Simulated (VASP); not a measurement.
Wanted: the native input for a VASP 6.6.1 run.

```yaml
Task: single point
Functional: PBE
Potentials_or_basis: VASP PAW PBE potentials, release 64 (Cs_sv, Li_sv, Cr_pv, Te, S)
Cutoff: 520 eV
k_mesh: 7 × 7 × 4
Occupations: fermi-dirac, width 0.05 eV
Spin: collinear spin, ferromagnetic start
Starting_moments: "[0.0, 0.0, 3.0, 3.0, 0.0, 0.0, 0.0, 0.0, 0.0] μB"
Further_INCAR_settings: ALGO = Normal; EDIFF = 1e-07; NBANDS = 47
```

The structure of CsLiCr2Te2S3 lies in POSCAR:

```
CsLiCr2Te2S3
1.0
    7.2895900000     -2.1043300000      0.0177200000
    7.2895900000      2.1043300000      0.0177200000
   -2.5331500000      0.0000000000      7.2810000000
Cs Li Cr Te S
1 1 2 2 3
Direct
    0.4952500000      0.4974240000     -0.0034350000
   -0.0043320000      0.0004930000      0.5053070000
    0.3343510000      0.3284920000      0.4374820000
    0.6718510000      0.6729550000      0.5656690000
    0.8105040000      0.7989720000      0.1683050000
    0.1941130000      0.1914800000      0.8308130000
    0.1718430000      0.1517010000      0.3934430000
    0.8303140000      0.8448340000      0.6030690000
    0.4918300000      0.5032420000      0.4988870000
```

The cell was built by a generator and needn't be a form met in nature.

The cell isn't the ideal one: atoms moved at random, drawn with an rms of 0.05 Å.

These files were run (other wordings do the same):

INCAR

```
PREC     = Accurate       # precision mode
ENCUT    = 520            # plane-wave cutoff, eV
EDIFF    = 1E-7           # SCF threshold, eV
ISMEAR   = -1             # smearing method
SIGMA    = 0.05           # smearing width, eV
LREAL    = False          # projectors in reciprocal space
LASPH    = True           # aspherical terms in the spheres
NELM     = 100            # most SCF steps
ALGO     = Normal         # electronic algorithm
ISIF     = 2              # what is computed and relaxed
LWAVE    = False          # write WAVECAR
LCHARG   = False          # write CHGCAR
ISPIN    = 2              # spin polarisation
MAGMOM   = 0 0 3 3 0 0 0 0 0 # initial moments
LORBIT   = 11             # projections on sites
LMAXMIX  = 4              # l up to which the mixer works
GGA      = PE             # functional
NBANDS   = 47             # bands
KPAR     = 4
```

KPOINTS

```
regular mesh
0
Gamma
  7 7 4
```

Potentials or basis: VASP PAW PBE potentials, release 64 (Cs_sv, Li_sv, Cr_pv, Te, S).

Launch:

```bash
$ cat potpaw_PBE.64/Cs_sv/POTCAR potpaw_PBE.64/Li_sv/POTCAR potpaw_PBE.64/Cr_pv/POTCAR potpaw_PBE.64/Te/POTCAR potpaw_PBE.64/S/POTCAR > POTCAR
$ mpirun -np 4 vasp_std > vasp.out
```

Results of the run:

- Largest force: 0.577 eV/Å
- Band gap on the k mesh: none (metal or under the smearing width)
- Net moment: 5.29 μB per cell
- Site moments: Cs -0.00; Li +0.00; Cr +2.84, +2.89; Te -0.14; S -0.15, -0.04 μB
- Valence electrons inside the program's atomic spheres: Cs 6.57; Li 2.12; Cr 10.59, 10.56; Te 3.33; S 3.70, 3.71, 3.82

Caveat: only a ferromagnetic start was run, and an antiferromagnetic order may lie lower in energy.

It took 23 min on 4 MPI ranks on Intel(R) Xeon(R) Platinum 8259CL CPU @ 2.50GHz (Skylake/Cascade Lake) (shared host), peak memory 1.8 GiB a rank.
